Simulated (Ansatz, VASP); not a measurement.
**AlC6: VASP beside Ansatz**

```
CELL_PARAMETERS angstrom
3.88354 0.00000 0.00000
0.00000 3.88354 0.00000
0.00000 0.00000 3.88354
ATOMIC_POSITIONS crystal
Al 0.00000 0.00000 0.00000
C 0.17545 0.50000 0.50000
C 0.50000 0.50000 0.82455
C 0.50000 0.50000 0.17545
C 0.50000 0.17545 0.50000
C 0.50000 0.82455 0.50000
C 0.82455 0.50000 0.50000
```

The cell was built by a generator and needn't be a form met in nature.

Alike in both runs: functional PBE; k mesh 10 × 10 × 10; occupations gaussian, width 0.1 eV; no spin polarisation.

Ansatz relaxed the structure, and its values are those at the end. VASP's run is a single point on that final structure, the one shown.

```csv
,VASP,Ansatz
version,VASP 6.6.1,Ansatz 0.2.0
potentials or method,"VASP PAW PBE potentials, release 64 (Al, C)","scalar-relativistic, plane waves, PAW"
plane-wave cutoff (eV),520,420
valence electrons in the cell,27,27
```

```csv
,VASP,Ansatz,Ansatz less VASP
gap on the k mesh at the Fermi level (eV),none,none,-
pressure (GPa),0.1,0.0,-0.06
rms of the force components (eV/Å),0.017,0.000,-0.0172
```

A gap of «none» marks a metal or a gap that the smearing closes. The functional is the same, so the differences come from potentials, cutoffs and numerics.
